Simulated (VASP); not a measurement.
# KTaGa3 (Pm-3m) in VASP: a series of runs

Aim: see how the results for KTaGa3 move with the level of theory and the settings. Levels: PBE, revPBE. Tasks: single point.

Everything below comes from runs of VASP 6.6.1. Logs are shortened: lines on timing, memory, paths and dates and some standing lists are left out, and cuts for length are marked.

## Step 1: Starting point

Symmetry: Pm-3m, No. 221, cubic system. The conventional cell has a = 4.485 Å, b = 4.485 Å, c = 4.485 Å, α = 90.00°, β = 90.00°, γ = 90.00°. K (site symmetry m-3m) is surrounded by 12 Ga at 3.17 Å. Ta (site symmetry m-3m) has 6 Ga at 2.24 Å as nearest neighbours. Around Ga (site symmetry 4/mmm) lie 2 Ta at 2.24 Å.

The cell was built by a generator and needn't be a form met in nature.

## Step 2: Single point, PBE

The input, INCAR:

```
SYSTEM = KTaGa3
PREC = Accurate
ENCUT = 520
EDIFF = 1E-7
ISMEAR = 0
SIGMA = 0.018
LREAL = .False.
LASPH = .True.
NELM = 80
ALGO = Normal
ISIF = 2
LWAVE = .False.
LCHARG = .False.
GGA = PE
NBANDS = 38
```

The input, KPOINTS:

```
Automatic mesh
0
Gamma
  4 4 4
  0 0 0
```

The input, POSCAR:

```
KTaGa3
1.0
    4.4846800000      0.0000000000      0.0000000000
    0.0000000000      4.4846800000      0.0000000000
    0.0000000000      0.0000000000      4.4846800000
K Ta Ga
1 1 3
Direct
    0.0000000000      0.0000000000      0.0000000000
    0.5000000000      0.5000000000      0.5000000000
    0.5000000000      0.5000000000      0.0000000000
    0.0000000000      0.5000000000      0.5000000000
    0.5000000000      0.0000000000      0.5000000000
```

Potentials or basis: VASP PAW PBE potentials, release 64 (K_sv, Ta_pv, Ga_d).

On the command line:

```
$ cat potpaw_PBE.64/K_sv/POTCAR potpaw_PBE.64/Ta_pv/POTCAR potpaw_PBE.64/Ga_d/POTCAR > POTCAR
$ mpirun -np 1 vasp_std > vasp.out
```

OUTCAR:

```text
SYSTEM = KTaGa3
   PREC = Accurate
   ENCUT = 520
   EDIFF = 1E-7
   ISMEAR = 0
   LREAL = .False.
   LASPH = .True.
   NELM = 80
   ISIF = 2
   GGA = PE

 ion  position               nearest neighbor table
   1  0.000  0.000  0.000-   3 3.17   4 3.17   5 3.17   4 3.17   5 3.17   3 3.17   4 3.17   4 3.17
                             3 3.17   5 3.17   5 3.17   3 3.17
   2  0.500  0.500  0.500-   3 2.24   4 2.24   5 2.24   3 2.24   5 2.24   4 2.24
   3  0.500  0.500  0.000-   2 2.24   2 2.24   1 3.17   1 3.17   1 3.17   1 3.17
   4  0.000  0.500  0.500-   2 2.24   2 2.24   1 3.17   1 3.17   1 3.17   1 3.17
   5  0.500  0.000  0.500-   2 2.24   2 2.24   1 3.17   1 3.17   1 3.17   1 3.17

  LATTYP: Found a simple cubic cell.
 ALAT       =     4.4846800000

  Lattice vectors:

 A1 = (   4.4846800000,   0.0000000000,   0.0000000000)
 A2 = (   0.0000000000,   4.4846800000,   0.0000000000)
 A3 = (   0.0000000000,   0.0000000000,   4.4846800000)

Analysis of symmetry for initial positions (statically):
=====================================================================
 Subroutine PRICEL returns:
 Original cell was already a primitive cell.

 Routine SETGRP: Setting up the symmetry group for a
 simple cubic supercell.

 Subroutine GETGRP returns: Found 48 space group operations
 (whereof 48 operations were pure point group operations)
 out of a pool of 48 trial point group operations.

The static configuration has the point symmetry O_h .

Analysis of symmetry for dynamics (positions and initial velocities):
=====================================================================
 Subroutine PRICEL returns:
 Original cell was already a primitive cell.

 Routine SETGRP: Setting up the symmetry group for a
 simple cubic supercell.

 Subroutine GETGRP returns: Found 48 space group operations
 (whereof 48 operations were pure point group operations)
 out of a pool of 48 trial point group operations.

The dynamic configuration has the point symmetry O_h .

 Subroutine INISYM returns: Found 48 space group operations
 (whereof 48 operations are pure point group operations),
 and found     1 'primitive' translations

----------------------------------------------------------------------------------------

                                     Primitive cell

  volume of cell :      90.1975

[... 78 lines left out ...]
   NELM   =     80;   NELMIN=  2; NELMDL= -5     # of ELM steps
   EDIFF  = 0.1E-06   stopping-criterion for ELM
   LREAL  =      F    real-space projection
   EDIFFG = 0.1E-05   stopping-criterion for IOM
   NSW    =      0    number of steps for IOM
   IBRION =     -1    ionic relax: 0-MD 1-quasi-New 2-CG
   NFREE  =      0    steps in history (QN), initial steepest desc. (CG)
   ISIF   =      2    stress and relaxation
   ISYM   =      2    0-nonsym 1-usesym 2-fastsym
   POTIM  = 0.5000    time-step for ionic-motion
   TEBEG  =    0.0;   TEEND  =   0.0 temperature during run
   PSTRESS=    0.0 pullay stress
   NELECT =      59.0000    total number of electrons
   NUPDOWN=      -1.0000    fix difference up-down
   EMIN   =  10.00;   EMAX   =-10.00  energy-range for DOS
   EFERMI =   0.00;   METHOD = LEGACY
   ISMEAR =     0;   SIGMA  =   0.02  broadening in eV -4-tet -1-fermi 0-gaus
   EFERMI_NEDOS =   21; number of points for ismear=-14 and -15
   IALGO  =     38    algorithm
   IMIX   =      4    mixing-type and parameters
     AMIX     =   0.40;   BMIX     =  1.00
     AMIX_MAG =   1.60;   BMIX_MAG =  1.00
  volume/ion in A,a.u.               =      18.04       121.74
  Fermi-wavevector in a.u.,A,eV,Ry     =   1.421109  2.685507 27.477655  2.019551
  Thomas-Fermi vector in A             =   2.541953
   LORBIT       =      0    0 simple, 1 ext, 2 COOP (PROOUT), +10 PAW based schemes
   GGA     = PE    functional components
   LHFCALC =     F    Hartree Fock is set to
   AEXX    =    0.0000 exact exchange contribution
   IVDW    =     0    specifies the selected vdW correction
   LEPSILON=     F    determine dielectric tensor
   LRPA    =     F    only Hartree local field effects (RPA)
 non-spin polarized calculation
 Gauss-broadening in eV      SIGMA  =   0.02
  energy-cutoff  :      520.00
  volume of cell :       90.20
 maximum number of plane-waves:      2469
 NGX is ok and might be reduce to    36
   NGX = 17   NGY = 17   NGZ = 17

 number of electron      58.9999983 magnetization

 Free energy of the ion-electron system (eV)
  ---------------------------------------------------
  ext. energy  EPLUGINS =         0.00000000
  ---------------------------------------------------
  free energy    TOTEN  =       -15.63512227 eV

  energy without entropy =      -15.63420053  energy(sigma->0) =      -15.63466140

 E-fermi :   4.6751     XC(G=0): -11.0627

 val. band max:        4.6561257140   @ k =   0.2500   0.2500   0.2500
 cond. band min:       4.7065761641   @ k =   0.5000   0.2500   0.2500
 fundamental gap:      0.0504504501
 Fermi energy:         4.6751422867

 k-point     1 :       0.0000    0.0000    0.0000
  band No.  band energies     occupation
      1     -28.2784      2.00000
      2     -28.2784      2.00000
      3     -28.2784      2.00000
      4     -24.9107      2.00000
      5     -10.0628      2.00000
      6     -10.0628      2.00000
[... 399 lines left out ...]
     37      13.0638      0.00000
     38      13.0986      0.00000

------------------------ aborting loop because EDIFF is reached ----------------------------------------

  FORCE on cell =-STRESS in cart. coord.  units (eV):
  Direction    XX          YY          ZZ          XY          YZ          ZX
  --------------------------------------------------------------------------------------
  -------------------------------------------------------------------------------------
  Total       25.4021597     25.4021597     25.4021597     -0.0000000      0.0000000      0.0000000
  in kB      451.2184461    451.2184461    451.2184461     -0.0000000      0.0000000      0.0000000
  external PRESSURE =     451.2184461 kB  Pullay stress =       0.0000000 kB

 VOLUME and BASIS-vectors are now :
 -----------------------------------------------------------------------------
  energy-cutoff  :      520.00
  volume of cell :       90.20
      direct lattice vectors                 reciprocal lattice vectors
     4.484680000  0.000000000  0.000000000     0.222981350  0.000000000  0.000000000
     0.000000000  4.484680000  0.000000000     0.000000000  0.222981350  0.000000000
     0.000000000  0.000000000  4.484680000     0.000000000  0.000000000  0.222981350

 POSITION                                       TOTAL-FORCE (eV/Angst)
 -----------------------------------------------------------------------------------
      0.00000      0.00000      0.00000         0.000000      0.000000      0.000000
      2.24234      2.24234      2.24234         0.000000      0.000000      0.000000
      2.24234      2.24234      0.00000         0.000000      0.000000      0.000000
      0.00000      2.24234      2.24234         0.000000      0.000000      0.000000
      2.24234      0.00000      2.24234         0.000000      0.000000      0.000000
 -----------------------------------------------------------------------------------
    total drift:                                0.000000      0.000000      0.000000

  FREE ENERGIE OF THE ION-ELECTRON SYSTEM (eV)
  ---------------------------------------------------
  free  energy   TOTEN  =       -15.6351222650 eV

  energy  without entropy=      -15.6342005314  energy(sigma->0) =      -15.63466140
```

OSZICAR:

```text
N       E                     dE             d eps       ncg     rms          rms(c)
DAV:   1     0.595406289471E+03    0.59541E+03   -0.28701E+04   780   0.263E+03
DAV:   2     0.614189832897E+02   -0.53399E+03   -0.51658E+03   776   0.629E+02
DAV:   3    -0.122942929767E+02   -0.73713E+02   -0.70778E+02   886   0.180E+02
DAV:   4    -0.163768123709E+02   -0.40825E+01   -0.40435E+01  1082   0.412E+01
DAV:   5    -0.165720505462E+02   -0.19524E+00   -0.19499E+00  1156   0.666E+00    0.216E+01
DAV:   6    -0.157861102275E+02    0.78594E+00   -0.26937E+00   968   0.986E+00    0.154E+01
DAV:   7    -0.156573981931E+02    0.12871E+00   -0.41397E-01   848   0.404E+00    0.563E+00
DAV:   8    -0.156344952394E+02    0.22903E-01   -0.96090E-02  1096   0.190E+00    0.574E-01
DAV:   9    -0.156359264735E+02   -0.14312E-02   -0.28018E-02   956   0.979E-01    0.319E-01
DAV:  10    -0.156350595639E+02    0.86691E-03   -0.47260E-03   968   0.346E-01    0.781E-02
DAV:  11    -0.156351197097E+02   -0.60146E-04   -0.32386E-04  1006   0.116E-01    0.427E-02
DAV:  12    -0.156351229451E+02   -0.32354E-05   -0.63797E-05  1108   0.460E-02    0.729E-03
DAV:  13    -0.156351226579E+02    0.28715E-06   -0.34909E-06   994   0.109E-02    0.503E-03
DAV:  14    -0.156351220586E+02    0.59937E-06   -0.99859E-07   820   0.473E-03    0.196E-03
DAV:  15    -0.156351222173E+02   -0.15876E-06   -0.57034E-08   554   0.178E-03    0.673E-04
DAV:  16    -0.156351222650E+02   -0.47687E-07   -0.24054E-08   488   0.849E-04
   1 F= -.15635122E+02 E0= -.15634661E+02  d E =-.921734E-03
```

It took 27 s on 1 thread of Intel Xeon 6975P-C (Granite Rapids), shared host; peak memory 0.21 GiB.

What came out:

* Free energy: -15.6351 eV
* Pressure: 45.1 GPa
* Band gap on the k mesh: none (metal or under the smearing width)

Levels at points of the mesh, in eV from the Fermi level:
| k point | band 27 | band 28 | band 29 | band 30 | band 31 | band 32 | band 33 | band 34 |
| --- | --- | --- | --- | --- | --- | --- | --- | --- |
| (0.00, 0.00, 0.00) | -0.32 | -0.32 | 0.98 | 0.98 | 0.98 | 4.06 | 4.06 | 4.06 |
| (0.50, 0.00, 0.00) | -0.92 | -0.92 | 0.14 | 0.14 | 0.98 | 1.14 | 2.94 | 6.33 |
| (0.50, 0.50, 0.00) | -2.14 | -1.18 | -1.18 | -1.15 | 2.83 | 2.96 | 2.96 | 4.35 |
| (0.50, 0.50, 0.50) | -2.93 | -2.93 | -2.93 | -1.13 | -1.13 | 4.78 | 5.20 | 5.20 |

Caveat: a pressure of tens of GPa on the cell as given is suspect, and the run, the potentials or the cell itself is likely at fault.

## Step 3: Single point, revPBE

The input, INCAR:

```
SYSTEM = KTaGa3
ALGO = Normal ; EDIFF = 1E-7
ENCUT = 520 ; GGA = RE
ISIF = 2 ; ISMEAR = 0
LASPH = .TRUE. ; LCHARG = .TRUE.
LELF = .TRUE. ; LREAL = .FALSE.
LVHAR = .TRUE. ; LWAVE = .FALSE.
NBANDS = 38 ; NELM = 80
PREC = Accurate ; SIGMA = 0.018
```

The input, KPOINTS:

```
Automatic mesh
0
Gamma
  4 4 4
  0.5 0.5 0.5
```

POSCAR is that of step 2.

Potentials or basis: VASP PAW PBE potentials, release 64 (K_sv, Ta_pv, Ga_d).

On the command line:

```
$ cat potpaw_PBE.64/K_sv/POTCAR potpaw_PBE.64/Ta_pv/POTCAR potpaw_PBE.64/Ga_d/POTCAR > POTCAR
$ mpirun -np 1 vasp_std > vasp.out
```

Run time: 14 s. Hardware: 1 thread of Intel Xeon 6975P-C (Granite Rapids), shared host; peak memory 0.2 GiB.

The run converged. Its results:

```yaml
Free_energy: -14.2146 eV
Pressure: 47.6 GPa
Band_gap_on_the_k_mesh: none (metal or under the smearing width)
```

Levels at points of the mesh, in eV from the Fermi level:
```
           k point  band 25  band 26  band 27  band 28  band 29  band 30  band 31  band 32  band 33  band 34
(0.12, 0.12, 0.12)    -4.69    -1.03    -0.16    -0.16     0.75     0.75     1.55     3.74     3.74     4.75
```

Caveat: a pressure of tens of GPa on the cell as given is suspect, and the run, the potentials or the cell itself is likely at fault; the PAW data sets were made with another functional, which shifts forces and pressure a little.

## Step 4: Single point, PBE, non-collinear spin, zero start, spin-orbit coupling

The input, INCAR:

```
SYSTEM = KTaGa3
PREC = Accurate
ENCUT = 520
EDIFF = 1E-6
ISMEAR = 0
SIGMA = 0.018
LREAL = .False.
LASPH = .True.
NELM = 150
ALGO = Normal
ISIF = 2
LWAVE = .False.
LCHARG = .False.
MAGMOM = 0 0 0 0 0 0 0 0 0 0 0 0 0 0 0
LORBIT = 11
LSORBIT = .True.
GGA_COMPAT = .False.
LORBMOM = .True.
LMAXMIX = 4
GGA = PE
NBANDS = 74
```

The input, KPOINTS:

```
regular mesh
0
Gamma
  4 4 4
  0 0 0
```

POSCAR is that of step 3.

On the command line:

```
$ cat potpaw_PBE.64/K_sv/POTCAR potpaw_PBE.64/Ta_pv/POTCAR potpaw_PBE.64/Ga_d/POTCAR > POTCAR
$ mpirun -np 1 vasp_ncl > vasp.out
```

Run time: 2.2 min. Hardware: 1 thread of Intel Xeon 6975P-C (Granite Rapids), shared host; peak memory 0.44 GiB.

It converged, with:

- Free energy: -16.4362 eV
- Pressure: 44.7 GPa
- Net moment: 0.00 μB per cell
- Valence electrons inside the program's atomic spheres: K 7.66; Ta 9.86; Ga 11.99

Moments on the atoms (μB; x, y, z):
```
K   0.00 0.00 0.00
Ta  0.00 0.00 0.00
Ga  0.00 0.00 0.00
Ga  0.00 0.00 0.00
Ga  0.00 0.00 0.00
```

Caveat: a pressure of tens of GPa on the cell as given is suspect, and the run, the potentials or the cell itself is likely at fault.

## Step 5: Overview

```csv
level,spin,k mesh,gap on the mesh (eV),pressure (GPa)
PBE,off,4 × 4 × 4,none,45.1
revPBE,off,"4 × 4 × 4, shifted",none,47.6
PBE,"non-collinear, zero start, SOC",4 × 4 × 4,-,44.7
```

Alike in all rows: task single point; potentials or basis VASP PAW PBE potentials, release 64 (K_sv, Ta_pv, Ga_d); cell as given; cutoff (eV) 520; smearing gaussian 0.018 eV.

The pressure there spans 44.7 GPa (PBE) to 47.6 GPa (revPBE); a positive pressure means that this level wants a larger cell, a negative one a smaller.

Caveats: a pressure of tens of GPa on the cell as given is suspect, and the run, the potentials or the cell itself is likely at fault; the PAW data sets were made with another functional, which shifts forces and pressure a little (some runs).

Total energies depend on the potentials used, so only differences within one code and one set of settings carry meaning.
